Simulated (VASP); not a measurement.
```xyz
2
Lattice="0.0000 2.5219 2.5219 2.5219 0.0000 2.5219 2.5219 2.5219 0.0000" Properties=species:S:1:pos:R:3 pbc="T T T"
Li     0.0000     0.0000     0.0000
Cl     2.5219     2.5219     2.5219
```

Computed with rev-vdW-DF2, VASP's PBE PAW potentials (set 64) (plane waves; VASP). Run with 520 eV cut-off, 9×9×9 Γ-centred mesh, Gaussian smearing of 0.050 eV, potentials Li_sv Cl.

Give the stress tensor in GPa (positive for a compressed cell).

```
1.08  0.00  0.00
0.00  1.08  0.00
0.00  0.00  1.08
```
The pressure is its mean diagonal, 1.08 GPa.

The compound is LiCl in the rock salt structure. This cell is one point of a volume scan, at 0.97 of the reference volume.
